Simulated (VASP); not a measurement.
A VASP calculation is set up with these files.

KPOINTS:
```
Automatic mesh
0
Gamma
9 9 9
0 0 0
```

### POSCAR
```
YB
1
    0.0000000000     2.6816900000     2.6816900000
    2.6816900000     0.0000000000     2.6816900000
    2.6816900000     2.6816900000     0.0000000000
B Y
1 1
Direct
  0.0000000000   0.0000000000   0.0000000000
  0.5000000000   0.5000000000   0.5000000000
```

### INCAR
```
SYSTEM = YB
PREC = Accurate
ENCUT = 520
EDIFF = 1E-6
NELM = 100
ALGO = Normal
LREAL = .FALSE.
LASPH = .TRUE.
ISMEAR = 1
SIGMA = 0.1
GGA = PE
LMAXMIX = 4
LWAVE = .FALSE.
LCHARG = .FALSE.
ISIF = 2
IBRION = 0
NSW = 3
TEBEG = 300
```

POTCAR, in this order: B Y_sv (PBE.64 set). Program: vasp_std.

Output of the run:

### standard output
```
 POSCAR found type information on POSCAR B Y
 POSCAR found :  2 types and       2 ions
 Reading from existing POTCAR

 -----------------------------------------------------------------------------
|                                                                             |
|     EEEEEEE  RRRRRR   RRRRRR   OOOOOOO  RRRRRR      ###     ###     ###     |
|     E        R     R  R     R  O     O  R     R     ###     ###     ###     |
|     E        R     R  R     R  O     O  R     R     ###     ###     ###     |
|     EEEEE    RRRRRR   RRRRRR   O     O  RRRRRR       #       #       #      |
|     E        R   R    R   R    O     O  R   R                               |
|     E        R    R   R    R   O     O  R    R      ###     ###     ###     |
|     EEEEEEE  R     R  R     R  OOOOOOO  R     R     ###     ###     ###     |
|                                                                             |
|     Fatal error! IBRION=0, but no entry for POTIM on file INCAR. MUST       |
|     be specified!                                                           |
|                                                                             |
|       ---->  I REFUSE TO CONTINUE WITH THIS SICK JOB ... BYE!!! <----       |
|                                                                             |
 -----------------------------------------------------------------------------
```

Question: From input and log, find the fault in this run and mend it.

Answer: The cause: molecular dynamics (IBRION = 0) was asked for without POTIM. VASP stops with an error: Fatal error! IBRION=0, but no entry for POTIM on file INCAR. MUST be specified! ----> I REFUSE TO CONTINUE WITH THIS SICK JOB ... BYE!!! <---- To mend it, set POTIM to the time step in fs (1 to 2 fs suits most solids). The plain static run on this cell (PBE GGA, plane waves, VASP's PBE PAW potentials (set 64)) converges, and its OSZICAR ends with
```
   1 F= -.12529951E+02 E0= -.12530265E+02  d E =0.943045E-03
```

The structure was generated: YB was put into the rocksalt type (Fm-3m), which need not be its known phase. The cell was not relaxed at this level.
